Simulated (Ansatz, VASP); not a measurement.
# CuRh (Cu-Rh-Rh-Cu stack, (111) layers) in two plane-wave programs

One calculation is typed for both programs; each brings its own data sets. How far apart do they land? The cell is taken from a series of runs on this material, whose earlier steps may have relaxed, scaled, displaced or heated it; both programs get it as it stands.

Method: plane waves, with VASP 6.6.1 beside it; PBEsol, in Ansatz 0.2.0.

### Step 1. The starting structure

The cell holds 4 atoms: 2 Cu and 2 Rh. Cell: a = 2.614 Å, b = 2.614 Å, c = 36.964 Å, α = 90.0°, β = 90.0°, γ = 120.0°. It derives from CuRh. Vacuum lies along c.

### Step 2. Ansatz: zone-centre phonons, PBEsol

Ansatz runs on its PAW soft_1 files.

Second derivatives magnify differences that forces hide, and they need a tight electronic threshold.

Contents of input.yaml:

```yaml
crystal:
  lattice:
    - [2.6137113438, -2.8081e-06, 0.0]
    - [-1.30685324, 2.2635418259, 0.0]
    - [0.0, 0.0, 36.9635839278]
  atoms:
    - { symbol: Cu, position: [0.0, 0.0, 0.1513087328] }
    - { symbol: Rh, position: [0.3333333333, 0.6666666667, 0.20835199] }
    - { symbol: Rh, position: [0.6666666667, 0.3333333333, 0.2672996685] }
    - { symbol: Cu, position: [0.0, 0.0, 0.3243429257] }
  periodic: [true, true, false]
kpoints:
  mp_grid: { grid: [8, 8, 1] }
hamiltonian:
  xc: pbesol
  pseudopotentials: { kind: paw, azcp: { folder: soft_1 }, xc_functional: pbe }
scf:
  occupations: { method: methfessel_paxton, width: 0.2 }
output:
  eigenvalues: true
phonons:
  method: dfpt
  qmesh: [2, 2, 1]
  temperatures: { t_max: 1000, t_step: 50 }
  qpath:
    path:
      - [0.0, 0.0, 0.0]
      - [0.5, 0.0, 0.0]
      - [0.33333333, 0.33333333, 0.0]
      - [0.0, 0.0, 0.0]
    npoints: 10
```

On the command line:

```bash
> ansatz run input.yaml --threads 4 --pin off --max-ram 12288MiB --backend cpu --events-out ev --progress --plain --runs-dir out
```

Numbers of over 12 decimals in the logs are rounded to 6 here.

Log:

```text
Warning: crystal.symmetry: narrowed to the stabiliser of the run's FFT grids — unitary ops 12 → 6. A phonons.method: dfpt run fills in the rows of the dynamical matrix that it does not solve by its symmetry operations, which is exact only for operations that map its FFT grids onto themselves: filled in by any other, the frequencies could depend on the order in which like atoms are typed, or, by more than the grids' own error, on where the crystal sits among the grids' points. Excluded: 6 operations. The run can therefore solve more perturbations, solve them on more k-points, or both, and cost more. [rest of the remark cut]
Engine: ansatz 0.2.0, aarch64-unknown-linux-gnu
Pseudopotentials: kind: paw
Pseudopotential: Cu, paw, valence charge 19, recommended cutoff 420 eV (normal), soft_1/Cu.paw.azcp
Pseudopotential: Rh, paw, valence charge 17, recommended cutoff 420 eV (normal), soft_1/Rh.paw.azcp
Functional definition: PBEsol
  exchange = pbesol_x
  correlation = pbesol_c
Crystal: 4 atoms, lattice volume = 218.685 Å³
Basis set: ecut = 420 eV, 4377 PW (Γ), exchange–correlation on 36×36×500 points (8 copies of the dense FFT grid, shifted against one another)
Bands: 44, of which v1, the nominal top of the filled ones, is band 36 counted from 1 (35 counted from 0)
Symmetry: 12 space group operations
k-points: 10 of 64 (irreducible under 6 space group operations, time reversal used)
Non-local potential: Cu, projectors of the file, l = 0: 3, l = 1: 2, l = 2: 3, l = 3: 1
Non-local potential: Rh, projectors of the file, l = 0: 3, l = 1: 2, l = 2: 2, l = 3: 1
PAW form: soft (Blöchl's): semilocal exchange-correlation on the pseudo side does not see the compensation charge
PAW frozen core: Cu, regenerated for the run's functional, and the local potential with it (the file was generated under x = pbe(κ = 0.804, μ = 0.219515), c = pbe(β = 0.066725))
PAW frozen core: Rh, regenerated for the run's functional, and the local potential with it (the file was generated under x = pbe(κ = 0.804, μ = 0.219515), c = pbe(β = 0.066725))
PAW one-centre angular grid: Cu, 590 points (default); XC on 64 Gauss nodes
PAW one-centre angular grid: Rh, 590 points (default); XC on 64 Gauss nodes
Initial density: superposition of atomic densities (neutral atoms: chi_scale 0, normalization atom)
Initial wavefunctions: pseudopotential atomic-orbital guess
Functional: x = pbesol(κ = 0.804, μ = 0.123457), c = pbesol(β = 0.046)
SCF iter   1: F=—  HF=-25857.717178 eV  |F-HF|=—  |Δ(HF+E_count)|=         —  Δρ=1.74e-1  dr2=8.28e1  ethr=3.10e-3  ⟨swp⟩=17.8  Hψ=3484  notcnv=0
preconditioner: auto → LDOS  [metal: Δε(μ)=0.027 eV  Ē_g=7.146 eV  σ=0.200 eV  W_gap=0.11  n_scr=26 (ndim 8)  ℏωp=15.9 eV  f_vac=0.730  D(μ)=11.77/eV (n_scr^D=138)  β→1.0]
SCF iter   2: F=—  HF=-25863.379187 eV  |F-HF|=—  |Δ(HF+E_count)|=    5.66e0  S|Δr|=    0.00e0  Δρ=1.37e-1  dr2=5.97e1  ethr=3.10e-3  ⟨swp⟩=4.6  Hψ=1416  notcnv=0  defer=16
SCF iter   3: F=—  HF=-25855.143400 eV  |F-HF|=—  |Δ(HF+E_count)|=    8.24e0  S|Δr|=    0.00e0  Δρ=6.69e-2  dr2=3.16e1  ethr=3.10e-3  ⟨swp⟩=3.5  Hψ=1195  notcnv=0  defer=22
SCF iter   4: F=—  HF=-25853.862495 eV  |F-HF|=—  |Δ(HF+E_count)|=    1.28e0  S|Δr|=    0.00e0  Δρ=2.15e-2  dr2=3.48e0  ethr=3.10e-3  ⟨swp⟩=3.2  Hψ=1162  notcnv=0  defer=18
SCF iter   5: F=—  HF=-25853.609095 eV  |F-HF|=—  |Δ(HF+E_count)|=   2.53e-1  S|Δr|=    0.00e0  Δρ=1.74e-2  dr2=5.57e-1  ethr=3.10e-3  ⟨swp⟩=2.7  Hψ=878  notcnv=0  defer=17
SCF iter   6: F=—  HF=-25853.571578 eV  |F-HF|=—  |Δ(HF+E_count)|=   3.75e-2  S|Δr|=    0.00e0  Δρ=9.30e-3  dr2=2.56e-1  ethr=7.73e-4  ⟨swp⟩=3.2  Hψ=926  notcnv=0  defer=17
SCF iter   7: F=—  HF=-25853.596596 eV  |F-HF|=—  |Δ(HF+E_count)|=   2.50e-2  S|Δr|=    0.00e0  Δρ=2.94e-3  dr2=1.66e-2  ethr=3.56e-4  ⟨swp⟩=2.7  Hψ=615  notcnv=0  defer=17
SCF iter   8: F=—  HF=-25853.596971 eV  |F-HF|=—  |Δ(HF+E_count)|=   3.75e-4  S|Δr|=    0.00e0  Δρ=3.61e-4  dr2=1.46e-3  ethr=2.31e-5  ⟨swp⟩=3.2  Hψ=932  notcnv=0  defer=17
SCF iter   9: F=—  HF=-25853.597336 eV  |F-HF|=—  |Δ(HF+E_count)|=   3.65e-4  S|Δr|=    0.00e0  Δρ=4.47e-4  dr2=7.69e-4  ethr=2.03e-6  ⟨swp⟩=3.1  Hψ=974  notcnv=0  defer=17
SCF iter  10: F=—  HF=-25853.597206 eV  |F-HF|=—  |Δ(HF+E_count)|=   1.30e-4  S|Δr|=    0.00e0  Δρ=1.88e-4  dr2=1.01e-4  ethr=1.07e-6  ⟨swp⟩=2.8  Hψ=781  notcnv=0  defer=17
SCF iter  11: F=—  HF=-25853.597201 eV  |F-HF|=—  |Δ(HF+E_count)|=   5.17e-6  S|Δr|=    0.00e0  Δρ=8.30e-5  dr2=1.80e-5  ethr=1.41e-7  ⟨swp⟩=2.8  Hψ=792  notcnv=0  defer=17
SCF iter  12: F=—  HF=-25853.597189 eV  |F-HF|=—  |Δ(HF+E_count)|=   1.17e-5  S|Δr|=    0.00e0  Δρ=1.28e-5  dr2=1.87e-6  ethr=2.50e-8  ⟨swp⟩=3.4  Hψ=855  notcnv=0  defer=17
SCF iter  13: F=—  HF=-25853.597158 eV  |F-HF|=—  |Δ(HF+E_count)|=   3.14e-5  S|Δr|=    0.00e0  Δρ=3.83e-6  dr2=2.24e-8  ethr=2.60e-9  ⟨swp⟩=3.3  Hψ=864  notcnv=0  defer=17
SCF iter  14: F=—  HF=-25853.597158 eV  |F-HF|=—  |Δ(HF+E_count)|=   3.96e-7  S|Δr|=    0.00e0  Δρ=1.72e-6  dr2=8.96e-9  ethr=3.12e-11  ⟨swp⟩=4.3  Hψ=1244  notcnv=0  defer=17
SCF iter  15: F=—  HF=-25853.597158 eV  |F-HF|=—  |Δ(HF+E_count)|=   5.28e-9  S|Δr|=    0.00e0  Δρ=4.35e-7  dr2=1.48e-9  ethr=1.24e-11  ⟨swp⟩=3.1  Hψ=767  notcnv=0  defer=17
SCF iter  16: F=—  HF=-25853.597158 eV  |F-HF|=—  |Δ(HF+E_count)|=   4.81e-9  S|Δr|=    0.00e0  Δρ=1.33e-7  dr2=1.13e-10  ethr=2.05e-12  ⟨swp⟩=3.1  Hψ=845  notcnv=0  defer=17
SCF iter  17: F=-25853.597158 eV  HF=-25853.597158 eV  |F-HF|=6.11e-10  |Δ(HF+E_count)|=  3.27e-11  S|Δr|=    0.00e0  Δρ=3.72e-8  dr2=2.02e-12  ethr=1.00e-12  ⟨swp⟩=23.0  Hψ=4212  notcnv=0
SCF 1 converged in 17 iterations: F = -25853.597158 eV  dr2 = 2.02e-12
  greatest PAW one-centre occupation: 1.000 electrons in one spin orbital (limit 2), on the Cu atom at site 3 (counted from 0), in its partial waves of l = 0
phonons: the bands overlap, so this run is a metal and interpolates without the dipole-dipole term. If the crystal is really an insulator or semiconductor, its LO-TO splitting is missing
NSCF: frozen V_eff on 10 k-points
WARN: eigensolver did not converge (k=1): 1 band(s) unlocked after 2 eigensolves, warm-restarted (20 sweeps on the last) at ethr=3.24e-12 eV (storage-precision floor; scheduled 1.00e-12 eV) (lowest unlocked band 43, counted from 0; max residual 7.44e-5 eV among the unlocked bands, 7.44e-5 eV over every band; other slots of this pass that fall short are told together in one closing line; warning suppressed until the next SCF loop or pass starts)
WARN: eigensolver did not converge in 3 slots of this pass, the one above among them; of largest residual over every band (k=1): 1 band(s) unlocked (lowest unlocked band 43, counted from 0; max residual 7.44e-5 eV among the unlocked bands, 7.44e-5 eV over every band); of lowest unlocked band (k=1): band 43
NSCF: frozen V_eff on 34 k-points
DFPT response loops at q = (0, 0, 0) (fractional): preconditioner auto → none (partly filled bands, converged f_vac=0.732); β = 0.50; Broyden in place of MSR1
NSCF: frozen V_eff on 68 k-points
DFPT response loops at q = (0, -0.5, 0) (fractional): mixed as the last ones told, above
SCF converged after 17 iterations
Stability not checked: this state was not tested for a lower state beside it, because cold or Methfessel-Paxton smearing, or corrected tetrahedra, fill the levels in a way that the test cannot read (fill_not_monotonic; see scf.lower_state_search)
Free energy (F): -25853.597158 eV
Harris-Foulkes:  -25853.597158 eV  (|F-HF|=6.11e-10)
Internal energy: -25853.594862 eV  (E = F + TS)
E sigma→0 (E₀):  -25853.596584 eV
Entropy (-TS):   -0.002297 eV (-0.574 meV/atom)
Fermi energy:    -4.774258 eV
--- Per-component energies (eV) ---
  E_band       = -2617.012721
  E_kinetic    = 1600.572652
  E_local      = -519556.656706  (includes V_loc(G=0)·N_el)
  E_nonlocal   = 2390.869384
  E_hartree    = 257849.269509
  E_xc         = -537.147026
  E_vxc        = -681.388317  (∫ρ·V_xc dr)
  E_paw        = -10643.369315  (= ΣΔE_a)
  E_vpaw       = -2068.950955  (= ΣTr[D̂ρ^β])
  E_aug_tail   = 0.001980  (compensation charges beyond the density's cutoff)
  E_ewald      = 243041.899855
  E_core_change = 0.964806  (= ΣΔE_core)
  E_smearing   = -0.002297  (= −TS)
  E_closure    = -0.000000  (closes the sum)
  Σ components = -25853.597158   (vs F -25853.597158, Δ=0.00e0)
--- Band table (eV; the first three rows and the last of 10) ---
  k-point 0: bands = [... 32 lower, -6.5992, -6.5064, -6.5064, -5.5754, -5.5754, -5.4509, -4.6216, -4.6216, ... 4 higher]
  k-point 1: bands = [... 32 lower, -6.8053, -6.6724, -6.4816, -6.0412, -5.6712, -5.3371, -4.6051, -4.3386, ... 4 higher]
  k-point 2: bands = [... 32 lower, -6.6182, -6.4228, -6.1067, -6.0036, -5.5438, -4.6706, -4.6159, -2.7498, ... 4 higher]
  k-point 9: bands = [... 32 lower, -6.1250, -5.7699, -4.9892, -4.7277, -1.0290, -0.7685, 0.0043, 0.2878, ... 4 higher]
  ° read free of the cell's end (the report's vacuum.weakly_bound_levels)
--- Phonons (Γ-DFPT): 8 representative perturbations + reference (Σ response iterations 58) ---
  ASR residual: 5.956e-5 → 0.000e0 eV/Å²; symmetrization residual: 4.809e-5 eV/Å²
  The last average, over the group as it would stand without the narrowing to the FFT grids, took up to 1.876e-5 eV/Å² of the zone centre's force constants
  ASR residual per site (eV/Å²): 3.13e-5 5.96e-5 4.48e-5 1.96e-5
  Γ frequencies (cm⁻¹): 0.00 0.00 0.00 64.19 64.19 90.76 90.76 123.40 123.40 130.53 198.99 241.10
--- Phonons (arbitrary-q DFPT): 2 irreducible q on the 2×2×1 mesh ---
  q = [0.0000, 0.0000, 0.0000] (star 1, of the zone-centre solve; hermiticity 4.23e-6, symmetrization 1.93e-6, taken by the last average 1.51e-6): -0.00 -0.00 0.00 64.19 64.19 90.76 90.76 123.40 123.40 130.53 198.99 241.10
  q = [0.0000, -0.5000, 0.0000] (star 3, 12 solved perturbations in 356 linear systems a pass and spin channel, the states on 34 of 64 k-point pairs; hermiticity 8.12e-7, symmetrization 3.14e-7, taken by the last average 7.66e-7): 85.96 119.78 123.25 128.70 161.95 164.38 177.35 190.09 190.56 202.78 258.43 269.82
  sum rule: each row above includes the acoustic sum rule's correction from the zone centre's row sums; it moved no ω² by more than (0.40 cm⁻¹)²
  mesh force constants: q→R imaginary residual 1.02e-17; ASR residual 5.956e-5 → 0.000e0 eV/Å²; symmetrization residual 1.599e-14 eV/Å²
  interpolated dispersion: 31 rows × 12 modes
  density of states and harmonic sums: on the 28×28×1 q-mesh, interpolated from the force constants of a 2×2×1 supercell (no non-analytic term)
  largest difference from the sums on the solved wave vectors: F 1.34e-1 eV, S 1.95e-4 and C_V 6.10e-5 eV/K
  zero-point energy: 0.117466 eV/cell   skipped modes (ω ≤ 0): 7, of them read as no rigid motion or as one in doubt: 4 (3.827e-2 modes/cell left out, lowest -9.76 cm⁻¹)   left out of the sums: 3.51e-3 of the cell's modes: C_V's classical limit lies that fraction below 3 k_B per atom; for a crystal, a wire or a layer, F and S can be off by more, and a phonons.interpolated_qmesh denser along its periods is the remedy for the sampling
```

(Continued in part 2 of 3.)

[Lines on the potential files, build, host, timing and source positions are cut from VASP's logs without a mark.]

[Logs are printed without paths, hosts, clocks, repeated set-up lines and the standing remarks that a program may print on its own settings, such as how far it seeks lower states.]

[Hosts, paths, dates, database ids (printed as entryN), source tags and the programs' standing remarks are cut or masked in the printed files.]
